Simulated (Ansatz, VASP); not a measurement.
**Two plane-wave programs on Ta3Ag**

```xyz
4
Lattice="4.1597 0.0000 0.0000 0.0000 4.1597 0.0000 0.0000 0.0000 4.1597" Properties=species:S:1:pos:R:3 pbc="T T T"
Ta    0.0000    2.0799    2.0799
Ta    2.0799    0.0000    2.0799
Ta    2.0799    2.0799    0.0000
Ag    0.0000    0.0000    0.0000
```

Alike in both runs: functional PBE; k mesh 12 × 12 × 12; occupations gaussian, width 0.1 eV; no spin polarisation.

Ansatz relaxed the structure, and its values are those at the end. VASP's run is a single point on that final structure, the one shown.

|  | VASP | Ansatz |
| --- | --- | --- |
| version | VASP 6.6.1 | Ansatz 0.2.0 |
| potentials or method | VASP PAW PBE potentials, release 64 (Ta_pv, Ag) | scalar-relativistic, plane waves, PAW |
| plane-wave cutoff (eV) | 520 | 420 |
| valence electrons in the cell | 44 | 58 |

```csv
,VASP,Ansatz,Ansatz less VASP
gap on the k mesh at the Fermi level (eV),none,none,-
pressure (GPa),0.0,0.0,+0.01
```

A gap of «none» marks a metal or a gap that the smearing closes. The functional is the same, so the differences come from potentials, cutoffs and numerics. The two sets of potentials don't hold the same shells in valence.

The runs have no spin-orbit coupling, so splittings on Ta are missing.
